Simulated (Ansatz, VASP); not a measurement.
# BAs in two plane-wave programs, part 2 of 2

Aim: how closely do two programs agree when they are given the same cell, functional and k mesh? The cell is taken from a series of runs on this material, whose earlier steps may have relaxed, scaled, displaced or heated it; both programs get it as it stands.

VASP 6.6.1 and Ansatz 0.2.0.

So far. Step 6 (VASP: single point, LDA, pair 2): The run ends at a pressure of 20.57 GPa. Step 7 (Ansatz: single point, LDA, pair 2): The run ends at a pressure of 19.17 GPa.

### 9. VASP: single point, LDA, pair 3

Level of this step: LDA; plane waves and PAW (B, As) (VASP).

With cell and atoms fixed, the geometry can't cause a difference; cores, projectors, grids and the points listed under the comparison can. The cell compared in this pair holds 25.95 Å³, against 23.84 Å³ for the pair before.

File INCAR:

```
SYSTEM = BAs
PREC = Accurate
ENCUT = 500
EDIFF = 1E-06
NELM = 120
ISMEAR = 0
SIGMA = 0.02
LREAL = .FALSE.
ALGO = Normal
GGA = PW92
NBANDS = 10
LORBIT = 11
LWAVE = .FALSE.
LCHARG = .FALSE.
ISIF = 2
LASPH = .TRUE.
GGA_COMPAT = .FALSE.
EFERMI = MIDGAP
```

File POSCAR:

```
BAs
1.0
    0.0000000000      2.3499524179      2.3499524179
    2.3499524179      0.0000000000      2.3499524179
    2.3499524179      2.3499524179      0.0000000000
B As
1 1
Direct
    0.0000000000      0.0000000000      0.0000000000
    0.7500000000      0.7500000000      0.7500000000
```

File KPOINTS:

```
Automatic mesh
0
Gamma
12 12 12
0 0 0
```

PAW data sets: B and As (LDA family, release 64).

The run is started by

```
$ mpirun -np 1 vasp_std
```

Numbers of over 12 decimals in the logs are rounded to 6 here.

The log of the run:

```text
[... set-up lines as in an earlier step ...]
 entering main loop
       N       E                     dE             d eps       ncg     rms          rms(c)
DAV:   1     0.110014184207E+02    0.11001E+02   -0.37764E+03  1448   0.685E+02
DAV:   2    -0.130807058069E+02   -0.24082E+02   -0.22729E+02  2048   0.109E+02
DAV:   3    -0.137484059135E+02   -0.66770E+00   -0.66548E+00  1702   0.175E+01
DAV:   4    -0.137505609455E+02   -0.21550E-02   -0.21547E-02  1742   0.104E+00
[...]
DAV:  10    -0.129194508692E+02   -0.57103E-05   -0.85145E-05  1562   0.553E-02    0.145E-02
DAV:  11    -0.129194522620E+02   -0.13928E-05   -0.16830E-06  1680   0.949E-03    0.137E-02
DAV:  12    -0.129194520987E+02    0.16331E-06   -0.74212E-07   888   0.391E-03
   1 F= -.12919452E+02 E0= -.12919452E+02  d E =0.000000E+00
```

From OUTCAR (step 9):

```text
  Total        0.6561385      0.6561385      0.6561385      0.0000000      0.0000000      0.0000000
  in kB       40.5040918     40.5040918     40.5040918      0.0000000      0.0000000      0.0000000
  external PRESSURE =      40.5040918 kB  Pullay stress =       0.0000000 kB

 POSITION                                       TOTAL-FORCE (eV/Angst)
 -----------------------------------------------------------------------------------
      0.00000      0.00000      0.00000        -0.000000     -0.000000     -0.000000
      3.52493      3.52493      3.52493         0.000000      0.000000      0.000000
 -----------------------------------------------------------------------------------
    total drift:                               -0.000000     -0.000000     -0.000000

  FREE ENERGIE OF THE ION-ELECTRON SYSTEM (eV)
  ---------------------------------------------------
  free  energy   TOTEN  =       -12.9194520987 eV

  energy  without entropy=      -12.9194520987  energy(sigma->0) =      -12.91945210

[... 1 part as in an earlier step ...]

[... 2 further parts left out ...]
[key lines of the parts left out:]
E-fermi :   7.2637
```

The run ends at a pressure of 4.05 GPa.

### 10. Ansatz: single point, LDA, pair 3

The same cell, functional (in two slightly different forms), mesh and smearing now go to Ansatz, which takes its cutoff from its data sets.

The cell is taken from a series of runs on this material, whose earlier steps may have relaxed, scaled, displaced or heated it; both programs get it as it stands.

File input.yaml:

```yaml
crystal:
  lattice:
    - [0.0, 2.3499524179, 2.3499524179]
    - [2.3499524179, 0.0, 2.3499524179]
    - [2.3499524179, 2.3499524179, 0.0]
  atoms:
    - { symbol: B, position: [0.0, 0.0, 0.0] }
    - { symbol: As, position: [0.75, 0.75, 0.75] }
kpoints:
  mp_grid: { grid: [12, 12, 12] }
hamiltonian:
  xc: lda
  pseudopotentials: { kind: paw, azcp: { folder: soft_1 }, xc_functional: pbe }
scf:
  occupations: { method: gaussian, width: 0.02 }
output:
  forces: true
  stress: true
  eigenvalues: true
```

The run is started by

```
$ ansatz run input.yaml --threads 4 --pin off --max-ram 10240MiB --backend cpu --events-out ev --progress --plain --runs-dir out
```

The log of the run:

```text
[...]
Crystal: 2 atoms, lattice volume = 25.954 Å³
Basis set: ecut = 420 eV, 531 PW (Γ)
Bands: 13, of which v1, the nominal top of the filled ones, is band 9 counted from 1 (8 counted from 0)
Symmetry: 24 space group operations
[...]
k-points: 72 of 1728 (time reversal used)
[...]
--- Band table (eV; the first three rows and the last of 72) ---
  k-point 0: bands = [... 5 lower, -4.6555, 11.1844, 11.1844, 11.1844, 14.5009, 14.5009, 14.5009, 16.4582]
  k-point 1: bands = [... 5 lower, -4.5368, 10.1287, 10.9535, 10.9535, 14.7073, 14.8034, 14.8034, 17.0128]
  k-point 2: bands = [... 5 lower, -4.1840, 8.1557, 10.4684, 10.4684, 14.6694, 15.4265, 15.4265, 18.2205]
  k-point 71: bands = [... 5 lower, -0.1041, 3.0387, 5.3863, 5.6949, 16.4000, 17.3115, 18.0037, 18.5422]
[key lines of the parts left out:]
SCF converged after 7 iterations
Free energy (F): -4923.530220 eV
Fermi energy:    11.730323 eV
P = ⅓ Tr σ = 3.1055 GPa (31.055 kbar)
```

The run ends at a pressure of 3.11 GPa.

### 11. Differences

What differs besides the data sets and the points named for the pairs above, as far as they apply: the data sets hold 18 valence electrons in Ansatz (on its PAW soft_1 files) and 8 in VASP. Total energies have different zeros and are not compared.

Compared:

```csv
quantity,Ansatz,VASP,difference
pressure (GPa),3.11,4.05,-0.94
gap on the k mesh (eV),1.092,1.087,+0.005
```

A gap on the mesh is an upper bound, since the band edges may lie between its points.

### 12. What came out

| Property | Result |
| --- | --- |
| difference in pressure (single point, LDA, pair 1) | -1.3 GPa |
| difference in pressure (single point, LDA, pair 2) | -1.4 GPa |
| difference in gap on the k mesh (single point, LDA, pair 3) | 0.0055 eV |
| difference in pressure (single point, LDA, pair 3) | -0.94 GPa |

In words: The difference in pressure is -1.4 GPa (single point, LDA, pair 2), beyond the 1 GPa picked in this series as the mark of a large difference. The data sets hold unlike numbers of valence electrons (18 in Ansatz and 8 in VASP), so part of the differences may come from the potentials. Single point, LDA, pair 1, VASP with the data sets B and As_d and a cutoff of 600 eV: the difference in pressure goes from -1.3 to -0.21 GPa; the difference in gap on the k mesh goes from 0.0062 to 5.3e-4 eV. What causes the difference of the single point, LDA, pair 2 pair stays open here. 5 further pairs of this series are not shown here. Such differences can come from data sets, numerical settings and the points named under the comparisons, not from the functional's error against experiment.

[Lines on the potential files, build, host, timing and source positions are cut from VASP's logs without a mark.]

[Logs are printed without paths, hosts, clocks, repeated set-up lines and the standing remarks that a program may print on its own settings, such as how far it seeks lower states.]

[Hosts, paths, dates, database ids (printed as entryN), source tags and the programs' standing remarks are cut or masked in the printed files.]
